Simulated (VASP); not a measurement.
Here is the system:

```xyz
8
Lattice="0.0000 2.8147 2.8147 2.8147 0.0000 2.8147 11.3060 11.3060 -0.0473" Properties=species:S:1:pos:R:3 pbc="T T T"
Al    11.1536    11.1536     0.1051
Al     5.7834     5.7834     5.4753
Al     8.5134     8.5134     5.5600
Al     8.4294     8.4294     0.0146
Sb     1.4387     1.4387     1.3759
P      4.3275     4.3275     1.3019
P      7.0593     7.0593     1.3847
P      9.7891     9.7891     1.4696
```

Computed with PBEsol GGA, VASP's PBE PAW potentials (set 64) (plane waves; VASP 6.6.1). Settings: 400 eV cut-off, 11×11×3 Γ-centred mesh, tetrahedra with Blöchl corrections, potentials Al Sb P.

For a metal the tetrahedron method with Blöchl corrections gives inexact stress and forces. Unless said otherwise, spin-orbit coupling is left out, though it shifts the bands of the heavy elements here.

Question: Estimate the energy per atom (σ→0), largest force, band gap (on the k-mesh) with the smallest direct gap where there is one.

Answer: 
```json
{
  "band gap (on the k-mesh)": "none (metal, semimetal or under 0.01 eV)",
  "energy per atom (σ→0)": "-5.169 eV/atom",
  "largest_force": "0.055 eV/Å"
}
```

Total energies compare only between runs with the same potentials, cut-off and functional.

The structure was generated: Al4P3Sb was put into an ordered model structure (R3m), which need not be its known phase. It was relaxed first.
